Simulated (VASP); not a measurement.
A cell of Bi (a7) near equilibrium:

```
CELL_PARAMETERS angstrom
      4.09413    -2.26167    -0.01571
      4.09413     2.26167    -0.01571
      2.85901     0.00000     3.70180
ATOMIC_POSITIONS crystal
  Bi 0.23663 0.23663 0.23663
  Bi 0.76337 0.76337 0.76337
```

Computed with PBEsol GGA, VASP's PBE PAW potentials (set 64) (plane waves; VASP).

| run | ΔE (meV/atom) | σxx | σyy | σzz | largest shear component, with its sign (GPa) | largest force (eV/Å) |
|---|---|---|---|---|---|---|
| as it is | 0.0 | -0.02 | 0.05 | 0.04 | -0.02 | 0.003 |
| after one change | 22.5 | -1.92 | -0.77 | -0.84 | -0.11 | 0.327 |
Stress is in GPa, positive when the cell is compressed.

Name the change that produced these shifts.
A. biaxial strain of +1.0 % in the yz plane
B. atom 1 (Bi) moved by -0.200 Å along y
C. atom 2 (Bi) moved by -0.200 Å along x
D. uniaxial strain of -1.0 % along z with the ions relaxed

C, atom 2 (Bi) moved by -0.200 Å along x

The compound is Bi in the a7 structure.
